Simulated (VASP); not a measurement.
# A VASP study of Bi2S3 (Bismuthinite) (optB86b-vdW): structure first, properties next, part 4 of 6

Wanted: the relaxed cell of Bi2S3 (Bismuthinite) and its properties. The start is a cell from a database of measured crystal structures.

VASP 6.6.1, plane waves and PAW; the level of theory is named at each step.

So far, gap on the k-mesh (eV): step 2 (relaxing cell and atoms (optB86b-vdW)) 1.27. The relaxed cell has a, b, c = 11.267, 3.993, 11.041 Å (conventional setting).

## Step 5: Total and projected DOS (optB86b-vdW)

Level of this step: optB86b-vdW; plane waves and PAW (Bi_d, S) (VASP).

Here the states are counted by energy and projected on the atoms. The mesh is finer than in the run before.

Contents of INCAR:

```
SYSTEM = Bi2S3
PREC = Accurate
ENCUT = 400
EDIFF = 1E-06
NELM = 100
ISMEAR = -5
SIGMA = 0.05
LREAL = .FALSE.
ALGO = Normal
GGA = MK
AGGAC = 0
LUSE_VDW = .TRUE.
PARAM1 = 0.1234
PARAM2 = 1
LASPH = .TRUE.
NBANDS = 143
LORBIT = 11
LWAVE = .FALSE.
LCHARG = .FALSE.
KPAR = 8
NEDOS = 2001
```

Contents of POSCAR:

```
Bi2S3
1.0
   11.2670334056      0.0000000000      0.0000000000
    0.0000000000      3.9934756323      0.0000000000
    0.0000000000      0.0000000000     11.0408940937
Bi S
8 12
Direct
    0.5079666653      0.2500000000      0.1746960804
    0.9920333347      0.7500000000      0.6746960804
    0.0079666653      0.2500000000      0.3253039196
    0.4920333347      0.7500000000      0.8253039196
    0.6647133018      0.7500000000      0.4674614958
    0.8352866982      0.2500000000      0.9674614958
    0.1647133018      0.7500000000      0.0325385042
    0.3352866982      0.2500000000      0.5325385042
    0.6227484775      0.7500000000      0.0569125852
    0.8772515225      0.2500000000      0.5569125852
    0.1227484775      0.7500000000      0.4430874148
    0.3772515225      0.2500000000      0.9430874148
    0.7174425247      0.2500000000      0.3044650375
    0.7825574753      0.7500000000      0.8044650375
    0.2174425247      0.2500000000      0.1955349625
    0.2825574753      0.7500000000      0.6955349625
    0.4499823111      0.7500000000      0.3704192596
    0.0500176889      0.2500000000      0.8704192596
    0.9499823111      0.7500000000      0.1295807404
    0.5500176889      0.2500000000      0.6295807404
```

Contents of KPOINTS:

```
Automatic mesh
0
Gamma
3 8 3
0 0 0
```

Potentials, in the order of the species: Bi_d and S (PBE family, release 64).

Run with:

```
mpirun -np 8 vasp_std
```

What it wrote:

```text
[banner, memory and clock lines left out]
running    8 mpi-ranks, on    1 nodes
 distrk:  each k-point on    1 cores,    8 groups
 distr:  one band on    1 cores,    1 groups

 POSCAR found type information on POSCAR BiS
 POSCAR found :  2 types and      20 ions
|                                                                             |
|           W    W    AA    RRRRR   N    N  II  N    N   GGGG   !!!           |
|           W    W   A  A   R    R  NN   N  II  NN   N  G    G  !!!           |
|           W    W  A    A  R    R  N N  N  II  N N  N  G       !!!           |
|           W WW W  AAAAAA  RRRRR   N  N N  II  N  N N  G  GGG   !            |
|           WW  WW  A    A  R   R   N   NN  II  N   NN  G    G                |
|           W    W  A    A  R    R  N    N  II  N    N   GGGG   !!!           |
|                                                                             |
|     For optimal performance we recommend to set                             |
|       NCORE = 2 up to number-of-cores-per-socket                            |
|     NCORE specifies how many cores store one orbital (NPAR=cpu/NCORE).      |
|     This setting can greatly improve the performance of VASP for DFT.       |
|     The default, NCORE=1 might be grossly inefficient on modern             |
|     multi-core architectures or massively parallel machines. Do your        |
|     Unfortunately you need to use the default for GW and RPA                |
|     calculations (for HF NCORE is supported but not extensively tested      |
|     yet).                                                                   |
|                                                                             |

 [... a notice as in an earlier step ...]

 [... a notice as in an earlier step ...]

 [... a notice as in an earlier step ...]

 LDA part: xc-table for (Slater+PW92), standard interpolation
 POSCAR, INCAR and KPOINTS ok, starting setup
 FFT: planning ... GRIDC
 FFT: planning ... GRID_SOFT
 FFT: planning ... GRID
 WAVECAR not read
 entering main loop
       N       E                     dE             d eps       ncg     rms          rms(c)
DAV:   1     0.201976385947E+04    0.20198E+04   -0.74257E+04  5752   0.122E+03
DAV:   2     0.274006161839E+03   -0.17458E+04   -0.16405E+04  5912   0.347E+02
DAV:   3    -0.283501346594E+02   -0.30236E+03   -0.28328E+03  6788   0.165E+02
DAV:   4    -0.497973095583E+02   -0.21447E+02   -0.21034E+02  6776   0.442E+01
DAV:   5    -0.507566812031E+02   -0.95937E+00   -0.95761E+00  7240   0.911E+00    0.163E+01
DAV:   6    -0.449635132598E+02    0.57932E+01   -0.77766E+00  7632   0.895E+00    0.113E+01
DAV:   7    -0.451015483899E+02   -0.13804E+00   -0.27308E+00  6984   0.296E+00    0.688E+00
DAV:   8    -0.451288640309E+02   -0.27316E-01   -0.27679E-01  7505   0.213E+00    0.807E-01
DAV:   9    -0.451063103823E+02    0.22554E-01   -0.51914E-02  7328   0.949E-01    0.403E-01
DAV:  10    -0.451076547292E+02   -0.13443E-02   -0.94532E-03  7066   0.214E-01    0.166E-01
DAV:  11    -0.451080549962E+02   -0.40027E-03   -0.82513E-04  7928   0.730E-02    0.999E-02
DAV:  12    -0.451081183514E+02   -0.63355E-04   -0.11198E-04  7552   0.250E-02    0.306E-02
DAV:  13    -0.451081288661E+02   -0.10515E-04   -0.20094E-05  6368   0.151E-02    0.207E-02
DAV:  14    -0.451081301191E+02   -0.12530E-05   -0.26658E-06  5768   0.474E-03    0.600E-03
DAV:  15    -0.451081302486E+02   -0.12954E-06   -0.16673E-06  4640   0.525E-03
   1 F= -.45108130E+02 E0= -.45108130E+02  d E =0.000000E+00
```

The job ended after 7.6 min (8 MPI ranks of AMD EPYC 7R43, shared host; peak memory 12 GiB).

OUTCAR, selected parts (step 5):

```text
   k-points           NKPTS =     20   k-points in BZ     NKDIM =     20   number of bands    NBANDS=    143

   NELECT =     192.0000    total number of electrons

 E-fermi :   5.3159

 k-point     1 :       0.0000    0.0000    0.0000
  band No.  band energies     occupation
    ...
     92       4.8272      2.00000
     93       5.0634      2.00000
     94       5.0938      2.00000
     95       5.0947      2.00000
     96       5.1934      2.00000
     97       6.5305      0.00000
     98       7.0148      0.00000
     99       7.0887      0.00000
    100       7.4640      0.00000
    101       7.7111      0.00000
    ...

Total vdW correction in eV:     30.5521154

  Total       -0.0996549      0.0292772      0.0780783      0.0000000      0.0000000      0.0000000
  in kB       -0.3213988      0.0944226      0.2518117      0.0000000      0.0000000      0.0000000
  external PRESSURE =       0.0082785 kB  Pullay stress =       0.0000000 kB

 POSITION                                       TOTAL-FORCE (eV/Angst)
 -----------------------------------------------------------------------------------
      5.72328      0.99837      1.92880        -0.010478      0.000000     -0.005880
     11.17727      2.99511      7.44925         0.010478     -0.000000     -0.005880
      0.08976      0.99837      3.59165        -0.010478     -0.000000      0.005880
      5.54376      2.99511      9.11209         0.010478     -0.000000      0.005880
      7.48935      2.99511      5.16119        -0.008124      0.000000      0.001617
      9.41120      0.99837     10.68164         0.008124      0.000000      0.001617
      1.85583      2.99511      0.35925        -0.008124      0.000000     -0.001617
      3.77769      0.99837      5.87970         0.008124      0.000000     -0.001617
      7.01653      2.99511      0.62837        -0.003000      0.000000     -0.001036
      9.88402      0.99837      6.14881         0.003000     -0.000000     -0.001036
      1.38301      2.99511      4.89208        -0.003000      0.000000      0.001036
      4.25051      0.99837     10.41253         0.003000      0.000000      0.001036
      8.08345      0.99837      3.36157         0.002161      0.000000      0.003589
      8.81710      2.99511      8.88201        -0.002161      0.000000      0.003589
      2.44993      0.99837      2.15888         0.002161      0.000000     -0.003589
      3.18358      2.99511      7.67933        -0.002161      0.000000     -0.003589
      5.06997      2.99511      4.08976        -0.001118      0.000000     -0.001848
      0.56355      0.99837      9.61021         0.001118      0.000000     -0.001848
     10.70348      2.99511      1.43069        -0.001118      0.000000      0.001848
      6.19707      0.99837      6.95113         0.001118      0.000000      0.001848
 -----------------------------------------------------------------------------------
    total drift:                               -0.000000     -0.000000      0.000000

  FREE ENERGIE OF THE ION-ELECTRON SYSTEM (eV)
  ---------------------------------------------------
  free  energy   TOTEN  =       -45.1081302486 eV

  energy  without entropy=      -45.1081302486  energy(sigma->0) =      -45.10813025

Total vdW correction in eV:     30.5521162

[... 7 parts as in an earlier step ...]

[... 9 further parts left out ...]
```

Numbers from this step:

```yaml
irreducible_k_points: 20
fermi_energy: 5.316 eV
pressure: 8.28e-4 GPa
valence_top_at_k: 0.3333, 0, 0
least_direct_gap_at_k: 0, 0, 0
gap_on_the_k_mesh: 1.231 eV
```

The density of states has structure finer than the step of the table below, so its rows give means over 0.5 eV, whole bins alone (the curve runs from -12.0 to 2.48 eV). Peaks (eV: height): total -11.52: 21.7, -11.30: 24.6, -0.76: 28.0, -0.54: 31.8; S p -3.93: 4.78, -1.94: 6.88, -0.76: 13.6, -0.54: 15.5; Bi p -3.41: 2.76, -1.94: 2.69, 1.90: 3.64, 2.34: 5.56; Bi s -11.82: 2.10, -10.20: 4.83, -9.90: 8.51, -9.53: 5.59; S s -11.52: 12.7, -11.30: 15.5, -9.90: 3.35.

States under -12.0 eV and over 2.5 eV are left out. The density of states by energy, zero at the valence-band top; means over each step; values in states/eV/cell:

```tsv
energy (eV)	total	S p	Bi p	Bi s	S s	Bi d
-11.5	18.4	0.0710	0.304	0.975	11.0	0.148
-11.0	2.07	0.00713	0.0313	0.0670	1.31	0.0195
-10.5	0.853	0.0258	0.00270	0.506	0.0961	0.00140
-10.0	10.1	0.275	0.0508	5.28	1.86	0.0254
-9.5	9.35	0.223	0.0665	4.73	2.06	0.0228
-9.0	5.67	0.138	0.0577	2.75	1.42	0.00933
-8.5	3.16	0.0744	0.0359	1.51	0.870	0.00246
-8.0	2.18	0.0455	0.0220	1.05	0.652	4.6e-4
-7.5	0.767	0.0133	0.00461	0.377	0.243	5.9e-5
-7.0	0	0	0	1.4e-5	0	0
-6.5	0	0	0	0	0	0
-6.0	0	0	0	0	0	0
-5.5	0	0	0	0	0	0
-5.0	0.693	0.175	0.117	0.00131	0.00839	0.00195
-4.5	8.09	2.13	1.33	0.0266	0.0922	0.0367
-4.0	13.1	3.69	2.03	0.0670	0.185	0.0821
-3.5	12.3	3.67	1.89	0.0817	0.158	0.0817
-3.0	15.0	4.69	2.29	0.139	0.202	0.103
-2.5	14.6	4.84	2.19	0.181	0.193	0.117
-2.0	16.5	5.88	2.30	0.252	0.203	0.150
-1.5	14.5	5.83	1.49	0.271	0.169	0.181
-1.0	21.2	9.98	0.810	0.579	0.100	0.348
-0.5	23.6	11.6	0.564	1.18	0.0685	0.311
0.0	4.58	2.30	0.144	0.251	0.0134	0.0469
0.5	0	0	0	0	0	0
1.0	0.00197	1.6e-4	6.6e-4	1.3e-5	1.4e-4	3.6e-6
1.5	2.96	0.334	0.956	0.0306	0.179	0.0224
2.0	7.85	1.02	2.53	0.0804	0.426	0.0675
```

The gap on this mesh is 1.23 eV. In the top eV of the valence band the largest shares in the PAW spheres are S p 49 %; in the lowest eV of the conduction band, Bi p 32 %, S p 12 % and S s 6 %. The rest lies in smaller channels or between the spheres.

## Step 6: Independent-particle dielectric function (optB86b-vdW)

LOPTICS sums transitions from filled to empty bands. NBANDS is raised for it.

Edit INCAR of step 5 so:

```diff
@@ -5,3 +5,3 @@
 NELM = 100
-ISMEAR = -5
+ISMEAR = 0
 SIGMA = 0.05
@@ -15,3 +15,3 @@
 LASPH = .TRUE.
-NBANDS = 143
+NBANDS = 256
 LORBIT = 11
@@ -20,2 +20,4 @@
 KPAR = 8
-NEDOS = 2001
+LOPTICS = .TRUE.
+NEDOS = 1500
+CSHIFT = 0.1
```

POSCAR is that of step 5.

KPOINTS is that of step 5.

Run with:

```
mpirun -np 8 vasp_std
```

What it wrote:

```text
[banner, memory and clock lines left out]
running    8 mpi-ranks, on    1 nodes
 distrk:  each k-point on    1 cores,    8 groups
 distr:  one band on    1 cores,    1 groups

 POSCAR found type information on POSCAR BiS
 POSCAR found :  2 types and      20 ions
 [... a notice as in an earlier step ...]

 [... a notice as in an earlier step ...]

 [... a notice as in an earlier step ...]

 [... a notice as in an earlier step ...]

 LDA part: xc-table for (Slater+PW92), standard interpolation
 POSCAR, INCAR and KPOINTS ok, starting setup
 FFT: planning ... GRIDC
 FFT: planning ... GRID_SOFT
 FFT: planning ... GRID
 WAVECAR not read
 entering main loop
       N       E                     dE             d eps       ncg     rms          rms(c)
DAV:   1     0.190775508249E+04    0.19078E+04   -0.60729E+04 10240   0.679E+02
DAV:   2     0.243968320099E+03   -0.16638E+04   -0.15121E+04 10240   0.205E+02
DAV:   3    -0.364812440017E+02   -0.28045E+03   -0.26576E+03 11736   0.982E+01
DAV:   4    -0.502612169848E+02   -0.13780E+02   -0.13665E+02 12672   0.227E+01
DAV:   5    -0.507899271128E+02   -0.52871E+00   -0.52846E+00 13520   0.393E+00    0.163E+01
DAV:   6    -0.450091514961E+02    0.57808E+01   -0.16683E+00 15400   0.506E+00    0.110E+01
DAV:   7    -0.451005837275E+02   -0.91432E-01   -0.19616E+00 12608   0.173E+00    0.699E+00
DAV:   8    -0.451302968495E+02   -0.29713E-01   -0.16095E-01 14184   0.119E+00    0.160E+00
DAV:   9    -0.451066376317E+02    0.23659E-01   -0.22291E-02 14304   0.547E-01    0.349E-01
DAV:  10    -0.451077816208E+02   -0.11440E-02   -0.58923E-03 12656   0.110E-01    0.147E-01
DAV:  11    -0.451081018844E+02   -0.32026E-03   -0.54322E-04 12936   0.411E-02    0.103E-01
DAV:  12    -0.451081221278E+02   -0.20243E-04   -0.13102E-04 14688   0.172E-02    0.261E-02
DAV:  13    -0.451081301166E+02   -0.79887E-05   -0.12963E-05 11848   0.760E-03    0.113E-02
DAV:  14    -0.451081303306E+02   -0.21403E-06   -0.20383E-06 11224   0.304E-03
   1 F= -.45108130E+02 E0= -.45108130E+02  d E =-.298630E-11
 optical routines
 imaginary and real dielectric function
 recalculating local potential from charge density
 direction            1
 direction            2
 direction            3
```

Elapsed: 11 min, on 8 MPI ranks; peak memory 19 GiB; 85 min of CPU time.

Parts of OUTCAR (step 6):

```text
   k-points           NKPTS =     20   k-points in BZ     NKDIM =     20   number of bands    NBANDS=    256

   NELECT =     192.0000    total number of electrons

 E-fermi :   5.5198

 k-point     1 :       0.0000    0.0000    0.0000
  band No.  band energies     occupation
    ...
     92       4.8272      2.00000
     93       5.0634      2.00000
     94       5.0938      2.00000
     95       5.0947      2.00000
     96       5.1935      2.00000
     97       6.5305      0.00000
     98       7.0148      0.00000
     99       7.0887      0.00000
    100       7.4640      0.00000
    101       7.7111      0.00000
    ...

  Total       -0.1040734      0.0251033      0.0728181      0.0000000      0.0000000      0.0000000
  in kB       -0.3356490      0.0809612      0.2348471      0.0000000      0.0000000      0.0000000
  external PRESSURE =      -0.0066136 kB  Pullay stress =       0.0000000 kB

 POSITION                                       TOTAL-FORCE (eV/Angst)
 -----------------------------------------------------------------------------------
      5.72328      0.99837      1.92880        -0.010412     -0.000000     -0.005842
     11.17727      2.99511      7.44925         0.010412     -0.000000     -0.005842
      0.08976      0.99837      3.59165        -0.010412      0.000000      0.005842
      5.54376      2.99511      9.11209         0.010412      0.000000      0.005842
      7.48935      2.99511      5.16119        -0.008274     -0.000000      0.001663
      9.41120      0.99837     10.68164         0.008274     -0.000000      0.001663
      1.85583      2.99511      0.35925        -0.008274     -0.000000     -0.001663
      3.77769      0.99837      5.87970         0.008274     -0.000000     -0.001663
      7.01653      2.99511      0.62837        -0.002877     -0.000000     -0.001019
      9.88402      0.99837      6.14881         0.002877     -0.000000     -0.001019
      1.38301      2.99511      4.89208        -0.002877      0.000000      0.001019
      4.25051      0.99837     10.41253         0.002877      0.000000      0.001019
      8.08345      0.99837      3.36157         0.002258      0.000000      0.003456
      8.81710      2.99511      8.88201        -0.002258      0.000000      0.003456
      2.44993      0.99837      2.15888         0.002258     -0.000000     -0.003456
      3.18358      2.99511      7.67933        -0.002258     -0.000000     -0.003456
      5.06997      2.99511      4.08976        -0.001228     -0.000000     -0.001859
      0.56355      0.99837      9.61021         0.001228     -0.000000     -0.001859
     10.70348      2.99511      1.43069        -0.001228      0.000000      0.001859
      6.19707      0.99837      6.95113         0.001228      0.000000      0.001859
 -----------------------------------------------------------------------------------
    total drift:                               -0.000000     -0.000000      0.000000

  FREE ENERGIE OF THE ION-ELECTRON SYSTEM (eV)
  ---------------------------------------------------
  free  energy   TOTEN  =       -45.1081303306 eV

  energy  without entropy=      -45.1081303306  energy(sigma->0) =      -45.10813033

Total vdW correction in eV:     30.5520688

Total vdW correction in eV:     30.5520688

 plasma frequency squared (from intraband transitions) (eV^2)
  --------------------------------------------------------------------------------------
       0.000       0.000       0.000
       0.000       0.000      -0.000
       0.000      -0.000       0.000

[... 12 parts as in an earlier step ...]

[... 4 further parts left out ...]
```

These are independent-particle spectra without excitons or local fields, and fine structure depends on the mesh and on CSHIFT.

This step gave:

```yaml
electronic_steps: 14
bands: 256
fermi_energy: 5.520 eV
pressure: -6.61e-4 GPa
```

The imaginary dielectric function by photon energy; read off at these points:

```tsv
photon energy (eV)	xx	yy	zz
0.0	0	0	0
1.0	0.485	0.499	0.687
2.0	8.51	10.5	13.2
2.8	20.8	31.9	28.1
2.9	20.2	31.8	27.4
3.0	19.1	30.6	27.6
3.2	20.1	29.6	28.5
3.5	21.2	24.7	22.0
4.0	16.7	14.9	15.7
5.0	8.44	6.47	6.89
6.0	4.45	3.51	3.29
7.0	2.91	2.91	2.49
8.0	3.68	3.61	3.56
9.0	3.76	4.12	3.82
10.0	3.10	2.76	3.00
11.0	2.27	1.95	2.26
12.0	1.58	1.62	1.58
13.0	1.06	1.16	1.15
14.0	0.907	0.880	0.882
15.0	0.703	0.674	0.736
16.0	0.530	0.573	0.551
17.0	0.423	0.405	0.441
18.0	0.287	0.312	0.301
19.0	0.241	0.255	0.249
20.0	0.190	0.191	0.199
21.0	0.159	0.150	0.162
22.0	0.135	0.122	0.136
23.0	0.0922	0.0885	0.0922
24.0	0.133	0.124	0.127
```

Table of real dielectric function by photon energy:

```tsv
photon energy (eV)	xx	yy	zz
0	14.5	16.5	17.1
1	16.4	18.6	19.7
2	21.5	29.9	24.6
3	9.60	6.98	8.15
4	-1.34	-7.64	-7.52
5	-4.61	-5.83	-5.72
6	-3.49	-2.79	-3.30
7	-0.983	-0.644	-0.831
8	-0.183	-0.172	0.322
9	-0.641	-0.876	-0.663
10	-1.39	-1.48	-1.23
11	-1.58	-1.36	-1.55
12	-1.35	-1.20	-1.21
13	-0.949	-0.921	-1.03
14	-0.665	-0.704	-0.663
15	-0.563	-0.541	-0.509
16	-0.348	-0.353	-0.344
17	-0.234	-0.224	-0.243
18	-0.0796	-0.0739	-0.0600
19	0.0562	0.0681	0.0698
20	0.180	0.174	0.185
21	0.287	0.284	0.296
22	0.380	0.375	0.368
23	0.482	0.483	0.478
24	0.678	0.675	0.676
```

The mean of ε2 over directions passes 5 % of its top at 1.37 eV, against a least direct gap of 1.34 eV on this mesh, so absorption sets in close to the direct gap.

[end of part 4 of 6]

[Lines on the potential files, build, host, timing and source positions are cut from VASP's logs without a mark.]

[Logs are printed without paths, hosts, clocks, repeated set-up lines and the standing remarks that a program may print on its own settings, such as how far it seeks lower states.]

[Hosts, paths, dates, database ids (printed as entryN), source tags and the programs' standing remarks are cut or masked in the printed files.]

[A measured line is paired with the nearest computed mode of its activity, which favours agreement.]
